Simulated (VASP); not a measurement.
VASP input:

File KPOINTS:
```
Automatic mesh
0
Gamma
7 7 4
0 0 0
```

POSCAR:
```
ZnCdO2
1
    3.4434064947     0.0000000000     0.0000000000
   -1.7217032473     2.9820775674     0.0000000000
    0.0000000000     0.0000000000     5.6959858391
Zn Cd O
1 1 2
Direct
  0.0000000000   0.0000000000   0.9966755646
  0.6666670000   0.3333330000   0.4904327151
  0.6666670000   0.3333330000   0.0981248677
  0.0000000000   0.0000000000   0.6507668526
```

### INCAR
```
SYSTEM = ZnCdO2
PREC = Accurate; ENCUT = 500; LREAL = F
LASPH = T
EDIFF = 1E-6; NELM = 100; ALGO = Normal
LMAXMIX = 4
ISMEAR = 0; SIGMA = 0.05
GGA = PE
LWAVE = F; LCHARG = T
```

POTCAR, in this order: Zn Cd O (PBE.64 set). Program: vasp_std.

Task: Translate this PBE calculation to Quantum ESPRESSO's pw.x.

Result: One equivalent input (not run):
```
&CONTROL
  calculation = 'scf'
  pseudo_dir = './pseudo'
  outdir = './out'
  tprnfor = .true.
  tstress = .true.
/
&SYSTEM
  ibrav = 0
  nat = 4
  ntyp = 3
  ecutwfc = 102
  occupations = 'smearing'
  smearing = 'gaussian'
  degauss = 0.003675
  input_dft = 'pbe'
/
&ELECTRONS
  conv_thr = 7.3e-08
  electron_maxstep = 100
/
ATOMIC_SPECIES
  Zn 65.380 Zn.upf
  Cd 112.414 Cd.upf
  O 15.999 O.upf
CELL_PARAMETERS angstrom
     3.4434065    0.0000000    0.0000000
    -1.7217032    2.9820776    0.0000000
     0.0000000    0.0000000    5.6959858
ATOMIC_POSITIONS crystal
  Zn   0.0000000  0.0000000  0.9966756
  Cd   0.6666670  0.3333330  0.4904327
  O    0.6666670  0.3333330  0.0981249
  O    0.0000000  0.0000000  0.6507669
K_POINTS automatic
  7 7 4 0 0 0
```
The two are equivalent in intent, not identical: the potentials are each code's own (VASP's PAW set, PseudoDojo norm-conserving files in pw.x), so ENCUT and ecutwfc are chosen apart and not converted; conv_thr bounds pw.x's estimated SCF error, while EDIFF bounds the energy change between steps.

The structure comes from a computed database's ZnCdO2 entry (P3m1); how it stands against other phases isn't given here. It was relaxed first.
